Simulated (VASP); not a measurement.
# PbO under strain, part 2 of 2

How do the gap and the pressure of PbO answer to a change of volume or shape? All runs use LDA. Left out of this account: 1 further run (self-consistent run: a reference on another mesh). The start is a cell from a database of measured crystal structures.

VASP 6.6.1; LDA; plane waves and PAW (Pb_d, O).

Still holding for the runs below: Spin-orbit coupling is off here; with elements this heavy it splits and shifts levels by tenths of an eV or more.

So far, least gap on mesh and path (eV): step 2 (bands, cell as listed) 1.81; step 3 (cell volume +4.0 %) 1.75; step 4 (cell volume +8.0 %) 1.70; step 5 (bands, sheared, principal strains -1.6, -0.2, +1.9 %) 1.76.

The database entry behind the starting cell differs from later determinations by our own check (old inner coordinates, kX units), so it need not match the best structure at ambient conditions.

## 6. Bands, volume times 0.96

The cell is compressed evenly, with fractional positions held.

The input, INCAR:

```
SYSTEM = PbO
PREC = Accurate
ENCUT = 520
EDIFF = 1E-06
NELM = 100
ISMEAR = -1
SIGMA = 0.05
LREAL = .FALSE.
ALGO = Normal
GGA = CA
NBANDS = 61
LORBIT = 11
LWAVE = .FALSE.
LCHARG = .FALSE.
KPAR = 8
```

The input, POSCAR:

```
PbO
1.0
    5.7965848595      0.0000000000      0.0000000000
    0.0000000000      5.4019909276      0.0000000000
    0.0000000000      0.0000000000      4.6788975474
Pb O
4 4
Direct
    0.2310000000      0.0140000000      0.2500000000
    0.7690000000      0.9860000000      0.7500000000
    0.2310000000      0.4860000000      0.7500000000
    0.7690000000      0.5140000000      0.2500000000
    0.8680000000      0.0820000000      0.2500000000
    0.1320000000      0.9180000000      0.7500000000
    0.8680000000      0.4180000000      0.7500000000
    0.1320000000      0.5820000000      0.2500000000
```

The input, KPOINTS:

```
Automatic mesh
0
Gamma
4 5 5
0 0 0
```

The input, KPOINTS_OPT:

```
Line mode
12
Line-mode
Reciprocal
  0.00000000   0.00000000   0.00000000 GAMMA
  0.00000000   0.00000000  -0.50000000 X

  0.00000000   0.00000000  -0.50000000 X
  0.00000000  -0.50000000  -0.50000000 S

  0.00000000  -0.50000000  -0.50000000 S
  0.00000000  -0.50000000   0.00000000 Y

  0.00000000  -0.50000000   0.00000000 Y
  0.00000000   0.00000000   0.00000000 GAMMA

  0.00000000   0.00000000   0.00000000 GAMMA
 -0.50000000   0.00000000   0.00000000 Z

 -0.50000000   0.00000000   0.00000000 Z
 -0.50000000   0.00000000  -0.50000000 U

 -0.50000000   0.00000000  -0.50000000 U
 -0.50000000  -0.50000000  -0.50000000 R

 -0.50000000  -0.50000000  -0.50000000 R
 -0.50000000  -0.50000000   0.00000000 T

 -0.50000000  -0.50000000   0.00000000 T
 -0.50000000   0.00000000   0.00000000 Z

  0.00000000  -0.50000000   0.00000000 Y
 -0.50000000  -0.50000000   0.00000000 T

 -0.50000000   0.00000000  -0.50000000 U
  0.00000000   0.00000000  -0.50000000 X

  0.00000000  -0.50000000  -0.50000000 S
 -0.50000000  -0.50000000  -0.50000000 R
```

The projector-augmented-wave data sets are Pb_d and O (LDA family, release 64).

Launch:

```console
> mpirun -np 8 vasp_std
```

Run time: 60 s. Hardware: 8 MPI ranks of Intel Xeon 6975P-C (Granite Rapids), shared host; peak memory 3.7 GiB.

This step gave:

```yaml
scf_cycles: 14
irreducible_k_points: 27
symmetry_operations: 8
free_energy_toten: -48.32 eV
fermi_energy: 5.914 eV
pressure: -0.9657 GPa
least_gap_on_mesh_and_path: 1.864 eV
least_direct_gap_on_mesh_and_path: 2.164 eV
valence_top_at_k: 0, -0.1364, 0
conduction_bottom_at_k: 0.5, 0.4, 0.4
least_direct_gap_at_k: 0.5, 0.4, 0.4
```

Electronic bands along the path, in eV, zero at the valence-band top; v1 is the highest filled band, c1 the lowest empty one:

```tsv
point	v4	v3	v2	v1	c1	c2	c3	c4
Γ	-1.46	-1.18	-0.41	0.00	3.58	4.15	4.42	4.81
0.55 of the way	-1.07	-0.91	-0.44	-0.06	3.77	4.31	4.55	4.58
X	-0.78	-0.78	-0.17	-0.17	4.21	4.21	4.82	4.82
0.45 of the way	-0.78	-0.78	-0.34	-0.34	3.70	3.70	4.02	4.02
S	-0.70	-0.70	-0.70	-0.70	3.28	3.28	3.28	3.28
0.45 of the way	-0.80	-0.80	-0.30	-0.30	3.23	3.23	3.79	3.79
Y	-0.81	-0.81	-0.09	-0.09	3.74	3.74	4.79	4.79
0.45 of the way	-1.22	-1.14	-0.12	-0.02	3.77	3.99	4.48	4.55
Γ	-1.46	-1.18	-0.41	0.00	3.58	4.15	4.42	4.81
0.45 of the way	-1.23	-1.20	-0.24	-0.07	2.82	3.75	3.93	5.39
Z	-1.23	-0.63	-0.63	-0.01	2.75	2.99	3.33	5.19
0.45 of the way	-0.64	-0.57	-0.47	-0.22	3.11	3.23	3.28	4.43
U	-0.51	-0.51	-0.46	-0.46	3.29	3.29	3.52	3.52
0.45 of the way	-0.50	-0.50	-0.49	-0.49	2.47	2.47	3.30	3.30
R	-0.59	-0.59	-0.59	-0.59	2.49	2.49	2.49	2.49
0.45 of the way	-0.78	-0.78	-0.27	-0.27	2.07	2.07	3.35	3.35
T	-0.61	-0.61	-0.43	-0.43	3.21	3.21	3.92	3.92
0.45 of the way	-0.94	-0.82	-0.46	-0.11	2.32	3.37	3.57	4.75
Z	-1.23	-0.63	-0.63	-0.01	2.75	2.99	3.33	5.19
jump to Y	-0.81	-0.81	-0.09	-0.09	3.74	3.74	4.79	4.79
0.55 of the way	-0.71	-0.71	-0.16	-0.16	3.43	3.43	4.28	4.28
T	-0.61	-0.61	-0.43	-0.43	3.21	3.21	3.92	3.92
jump to U	-0.51	-0.51	-0.46	-0.46	3.29	3.29	3.52	3.52
0.45 of the way	-0.75	-0.75	-0.18	-0.18	3.54	3.54	3.98	3.98
X	-0.78	-0.78	-0.17	-0.17	4.21	4.21	4.82	4.82
jump to S	-0.70	-0.70	-0.70	-0.70	3.28	3.28	3.28	3.28
```

Of the projections kept (Pb, O), the largest for each band there; the rest of the weight can lie on other orbitals:

```tsv
point	v4	v3	v2	v1	c1	c2	c3	c4
Γ	O 0.57	O 0.92	O 0.75	O 0.70	O 0.51	O 0.59	Pb 0.52	Pb 0.64
X	O 0.78	O 0.78	O 0.72	O 0.72	Pb 0.58	Pb 0.58	Pb 0.76	Pb 0.76
S	O 0.76	O 0.76	O 0.76	O 0.76	Pb 0.62	Pb 0.62	Pb 0.62	Pb 0.62
Y	O 0.78	O 0.78	O 0.65	O 0.65	Pb 0.85	Pb 0.85	Pb 0.61	Pb 0.61
Γ	O 0.57	O 0.92	O 0.75	O 0.70	O 0.51	O 0.59	Pb 0.52	Pb 0.64
Z	O 0.91	O 0.53	O 0.73	O 0.72	Pb 0.53	Pb 0.70	Pb 0.63	Pb 0.83
```

Force by atom:

```tsv
atom	x (eV/Å)	y (eV/Å)	z (eV/Å)	size
Pb1	0.39	-0.93	0.00	1.01
Pb2	-0.39	0.93	0.00	1.01
Pb3	0.39	0.93	0.00	1.01
Pb4	-0.39	-0.93	0.00	1.01
O5	-0.81	0.39	0.00	0.90
O6	0.81	-0.39	0.00	0.90
O7	-0.81	-0.39	0.00	0.90
O8	0.81	0.39	0.00	0.90
```

The gap is 1.86 eV, indirect. That is +0.05 eV from the cell as listed. The pressure is -0.97 GPa.

## 7. Bands, volume times 0.92

The cell is scaled evenly once more. A prediction first. A parabola through the 4 pressures of evenly scaled cells so far, P = -4.47 -78.5 t +181 t² GPa with t = ln(V/V₁) and V₁ the volume at scale 1, gives 3.33 GPa at t = -0.0834. A straight line through the gaps, 1.809 -1.44 t eV, gives 1.93 eV.

INCAR is that of step 6.

Edit POSCAR of step 6 so:

```diff
@@ -2,5 +2,5 @@
 1.0
-    5.7965848595      0.0000000000      0.0000000000
-    0.0000000000      5.4019909276      0.0000000000
-    0.0000000000      0.0000000000      4.6788975474
+    5.7149319429      0.0000000000      0.0000000000
+    0.0000000000      5.3258964124      0.0000000000
+    0.0000000000      0.0000000000      4.6129888028
 Pb O
```

KPOINTS is that of step 6.

KPOINTS_OPT is that of step 6.

Launch:

```console
> mpirun -np 8 vasp_std
```

Wall time 60 s (8 MPI ranks); peak memory 3.7 GiB; 7.8 min of CPU time.

This step gave:

- SCF cycles: 15
- free energy (TOTEN): -48.27 eV
- Fermi energy: 6.436 eV
- pressure: 3.500 GPa
- least gap on mesh and path: 1.894 eV
- least direct gap on mesh and path: 2.230 eV
- valence top at k: 0, -0.1818, 0
- least direct gap at k: -0.5, -0.5, -0.3182

Electronic bands along the path, in eV, zero at the valence-band top; v1 is the highest filled band, c1 the lowest empty one:

```tsv
point	v4	v3	v2	v1	c1	c2	c3	c4
Γ	-1.53	-1.37	-0.47	-0.01	3.65	4.27	4.48	4.93
0.45 of the way	-1.33	-0.87	-0.66	-0.05	3.77	4.40	4.54	4.76
X	-0.87	-0.87	-0.20	-0.20	4.27	4.27	4.97	4.97
0.45 of the way	-0.87	-0.87	-0.39	-0.39	3.78	3.78	4.14	4.14
S	-0.79	-0.79	-0.79	-0.79	3.36	3.36	3.36	3.36
0.45 of the way	-0.90	-0.90	-0.31	-0.31	3.31	3.31	3.87	3.87
Y	-0.90	-0.90	-0.08	-0.08	3.83	3.83	4.87	4.87
0.55 of the way	-1.42	-1.33	-0.22	0.00	3.81	4.26	4.50	4.58
Γ	-1.53	-1.37	-0.47	-0.01	3.65	4.27	4.48	4.93
0.45 of the way	-1.39	-1.25	-0.28	-0.09	2.86	3.78	4.00	5.57
Z	-1.42	-0.73	-0.61	-0.03	2.77	3.05	3.33	5.33
0.45 of the way	-0.74	-0.58	-0.56	-0.24	3.14	3.30	3.36	4.52
U	-0.55	-0.55	-0.52	-0.52	3.32	3.32	3.66	3.66
0.45 of the way	-0.58	-0.58	-0.52	-0.52	2.50	2.50	3.42	3.42
R	-0.66	-0.66	-0.66	-0.66	2.57	2.57	2.57	2.57
0.45 of the way	-0.86	-0.86	-0.28	-0.28	2.09	2.09	3.49	3.49
T	-0.70	-0.70	-0.45	-0.45	3.32	3.32	4.02	4.02
0.45 of the way	-1.03	-0.88	-0.48	-0.17	2.37	3.45	3.59	4.88
Z	-1.42	-0.73	-0.61	-0.03	2.77	3.05	3.33	5.33
jump to Y	-0.90	-0.90	-0.08	-0.08	3.83	3.83	4.87	4.87
0.55 of the way	-0.81	-0.81	-0.16	-0.16	3.52	3.52	4.41	4.41
T	-0.70	-0.70	-0.45	-0.45	3.32	3.32	4.02	4.02
jump to U	-0.55	-0.55	-0.52	-0.52	3.32	3.32	3.66	3.66
0.45 of the way	-0.83	-0.83	-0.21	-0.21	3.59	3.59	4.10	4.10
X	-0.87	-0.87	-0.20	-0.20	4.27	4.27	4.97	4.97
jump to S	-0.79	-0.79	-0.79	-0.79	3.36	3.36	3.36	3.36
```

Of the projections kept (Pb, O), the largest for each band there; the rest of the weight can lie on other orbitals:

```tsv
point	v4	v3	v2	v1	c1	c2	c3	c4
Γ	O 0.52	O 0.92	O 0.71	O 0.69	Pb 0.50	O 0.60	Pb 0.53	Pb 0.65
X	O 0.76	O 0.76	O 0.69	O 0.69	Pb 0.59	Pb 0.59	Pb 0.76	Pb 0.76
S	O 0.73	O 0.73	O 0.73	O 0.73	Pb 0.62	Pb 0.62	Pb 0.62	Pb 0.62
Y	O 0.78	O 0.78	O 0.62	O 0.62	Pb 0.85	Pb 0.85	Pb 0.61	Pb 0.61
Γ	O 0.52	O 0.92	O 0.71	O 0.69	Pb 0.50	O 0.60	Pb 0.53	Pb 0.65
Z	O 0.91	O 0.72	Pb 0.50	O 0.70	Pb 0.54	Pb 0.70	Pb 0.64	Pb 0.83
```

Force by atom:

```tsv
atom	x (eV/Å)	y (eV/Å)	z (eV/Å)	size
Pb1	1.08	-0.81	0.00	1.35
Pb2	-1.08	0.81	0.00	1.35
Pb3	1.08	0.81	0.00	1.35
Pb4	-1.08	-0.81	0.00	1.35
O5	-1.06	0.42	0.00	1.14
O6	1.06	-0.42	0.00	1.14
O7	-1.06	-0.42	0.00	1.14
O8	1.06	0.42	0.00	1.14
```

The gap is 1.89 eV, indirect. That is +0.08 eV from the cell as listed. The pressure is 3.50 GPa. The parabola predicted 3.33 GPa, -0.17 GPa off. The line predicted a gap of 1.93 eV, +0.03 eV off.

## 8. Bands, atoms displaced by up to 0.04 Å

The atoms are moved off their sites at random, as a crude picture of disorder.

INCAR is that of step 7.

The input, POSCAR:

```
PbO
1.0
    5.8760000000      0.0000000000      0.0000000000
    0.0000000000      5.4760000000      0.0000000000
    0.0000000000      0.0000000000      4.7430000000
Pb O
4 4
Direct
    0.2284690000      0.0140170000      0.2502030000
    0.7682390000      0.9855780000      0.7530580000
    0.2329920000      0.4872510000      0.7520830000
    0.7675390000      0.5156360000      0.2518150000
    0.8682510000      0.0755520000      0.2481630000
    0.1367160000      0.9170160000      0.7491130000
    0.8683050000      0.4143390000      0.7533070000
    0.1295320000      0.5839010000      0.2520270000
```

KPOINTS is that of step 7.

KPOINTS_OPT is that of step 7.

Launch:

```console
> mpirun -np 8 vasp_std
```

Elapsed: 72 s, on 8 MPI ranks; peak memory 5.5 GiB; 9.4 min of CPU time.

Numbers from this step:

```
irreducible k-points              : 51
symmetry operations               : 1
free energy (TOTEN)               : -48.21 eV
Fermi energy                      : 5.437 eV
pressure                          : -4.629 GPa
least gap on mesh and path        : 1.799 eV
least direct gap on mesh and path : 2.050 eV
valence top at k                  : -0.5, -0.1364, 0
conduction bottom at k            : 0.5, -0.4, 0.4
```

The electronic bands at the labelled points (eV, zero at the valence-band top; v1 is the highest filled band, c1 the lowest empty one):

```tsv
point	v4	v3	v2	v1	c1	c2	c3	c4
Γ	-1.42	-1.04	-0.37	-0.03	3.49	4.00	4.31	4.68
0.45 of the way	-1.25	-0.72	-0.44	-0.08	3.62	4.16	4.30	4.55
X	-0.73	-0.70	-0.19	-0.13	4.07	4.12	4.62	4.68
0.55 of the way	-0.74	-0.73	-0.38	-0.32	3.44	3.49	3.67	3.70
S	-0.68	-0.68	-0.62	-0.56	3.08	3.15	3.19	3.22
0.55 of the way	-0.73	-0.71	-0.32	-0.27	3.30	3.37	3.66	3.74
Y	-0.77	-0.74	-0.11	-0.10	3.56	3.68	4.63	4.70
0.55 of the way	-1.17	-1.14	-0.16	-0.05	3.61	4.03	4.25	4.40
Γ	-1.42	-1.04	-0.37	-0.03	3.49	4.00	4.31	4.68
0.45 of the way	-1.22	-1.06	-0.22	-0.08	2.76	3.69	3.82	5.19
Z	-1.09	-0.68	-0.56	-0.01	2.71	2.88	3.29	5.02
0.45 of the way	-0.60	-0.57	-0.40	-0.22	3.05	3.12	3.16	4.30
U	-0.54	-0.50	-0.42	-0.36	3.18	3.24	3.35	3.36
0.45 of the way	-0.52	-0.51	-0.45	-0.39	2.39	2.41	3.13	3.15
R	-0.60	-0.58	-0.53	-0.48	2.32	2.38	2.40	2.43
0.55 of the way	-0.71	-0.66	-0.38	-0.33	2.20	2.27	3.18	3.24
T	-0.58	-0.52	-0.44	-0.41	3.01	3.10	3.75	3.81
0.45 of the way	-0.88	-0.80	-0.45	-0.08	2.25	3.24	3.52	4.59
Z	-1.09	-0.68	-0.56	-0.01	2.71	2.88	3.29	5.02
jump to Y	-0.77	-0.74	-0.11	-0.10	3.56	3.68	4.63	4.70
0.55 of the way	-0.66	-0.63	-0.20	-0.16	3.25	3.34	4.09	4.16
T	-0.58	-0.52	-0.44	-0.41	3.01	3.10	3.75	3.81
jump to U	-0.54	-0.50	-0.42	-0.36	3.18	3.24	3.35	3.36
0.45 of the way	-0.72	-0.68	-0.20	-0.15	3.44	3.46	3.80	3.83
X	-0.73	-0.70	-0.19	-0.13	4.07	4.12	4.62	4.68
jump to S	-0.68	-0.68	-0.62	-0.56	3.08	3.15	3.19	3.22
```

Of the projections kept (Pb, O), the largest for each band there; the rest of the weight can lie on other orbitals:

```tsv
point	v4	v3	v2	v1	c1	c2	c3	c4
Γ	O 0.62	O 0.93	O 0.79	O 0.72	O 0.52	O 0.58	Pb 0.51	Pb 0.63
X	O 0.79	O 0.79	O 0.76	O 0.75	Pb 0.58	Pb 0.57	Pb 0.76	Pb 0.74
S	O 0.79	O 0.80	O 0.79	O 0.78	Pb 0.62	Pb 0.62	Pb 0.61	Pb 0.61
Y	O 0.77	O 0.79	O 0.69	O 0.69	Pb 0.85	Pb 0.84	Pb 0.60	Pb 0.61
Γ	O 0.62	O 0.93	O 0.79	O 0.72	O 0.52	O 0.58	Pb 0.51	Pb 0.63
Z	O 0.91	O 0.57	O 0.74	O 0.75	Pb 0.53	Pb 0.70	Pb 0.62	Pb 0.83
```

Force by atom:

```tsv
atom	x (eV/Å)	y (eV/Å)	z (eV/Å)	size
Pb1	0.03	-1.02	0.03	1.02
Pb2	0.44	1.01	-0.01	1.11
Pb3	-0.33	1.02	-0.02	1.08
Pb4	0.24	-1.07	0.00	1.10
O5	-0.78	0.45	0.04	0.90
O6	0.30	-0.36	0.02	0.47
O7	-0.54	-0.33	-0.05	0.63
O8	0.64	0.29	-0.02	0.70
```

The gap is 1.80 eV, indirect. That is -0.01 eV from the cell as listed. The pressure is -4.63 GPa, and the symmetry operations fall from 8 to 1.

## 9. The runs together

| cell | mesh | pressure (GPa) | gap (eV) | direct gap (eV) |
| --- | --- | --- | --- | --- |
| cell as listed | 4×5×5 | -4.48 | 1.812 | 2.096 |
| volume times 1.04 | 4×5×5 | -7.27 | 1.754 | 2.012 |
| volume times 1.08 | 4×5×5 | -9.45 | 1.695 | 1.929 |
| sheared, principal strains -1.6, -0.2, +1.9 % | 4×5×5 | -4.22 | 1.758 | 2.007 |
| volume times 0.96 | 4×5×5 | -0.97 | 1.864 | 2.164 |
| volume times 0.92 | 4×5×5 | 3.50 | 1.894 | 2.230 |
| atoms displaced by up to 0.04 Å | 4×5×5 | -4.63 | 1.799 | 2.050 |

## 10. Results

- gap, cell as listed: 1.812 eV
- gap, volume times 1.04: 1.754 eV
- gap, volume times 1.08: 1.695 eV
- gap, sheared, principal strains -1.6, -0.2, +1.9 %: 1.758 eV
- gap, volume times 0.96: 1.864 eV
- gap, volume times 0.92: 1.894 eV
- gap, atoms displaced by up to 0.04 Å: 1.799 eV
- bulk modulus at the listed volume, shape and positions held: 79.3 GPa
- volume deformation potential of the gap: -1.46 eV

What this shows: At the listed volume the gap of PbO changes by -1.46 eV per unit of ln V, its volume deformation potential under even scaling. A real pressure also changes the shape of this cell, so no pressure coefficient follows. The band edges move to other points at some volumes, which this slope leaves out. The slope of pressure against ln V at the listed volume gives a bulk modulus of 79.3 GPa at fixed shape and positions, an upper bound since the atoms bear forces (not that of equilibrium, since the cell bears -4.5 GPa there). With sheared, principal strains -1.6, -0.2, +1.9 %, the gap on the common mesh moves by -0.06 eV. With atoms displaced by up to 0.04 Å, the least gap on mesh and path moves by -0.01 eV. A cell with a path of its own may have its gap from unlike samples: sheared, principal strains -1.6, -0.2, +1.9 %. The atoms were not relaxed in the changed cells. Spin-orbit coupling is left out, and with elements this heavy it would split and shift bands near the edges, and it can change the kind of a small gap.

[Lines on the potential files, build, host, timing and source positions are cut from VASP's logs without a mark.]

[Logs are printed without paths, hosts, clocks, repeated set-up lines and the standing remarks that a program may print on its own settings, such as how far it seeks lower states.]

[Hosts, paths, dates, database ids (printed as entryN), source tags and the programs' standing remarks are cut or masked in the printed files.]

[A measured line is paired with the nearest computed mode of its activity, which favours agreement.]
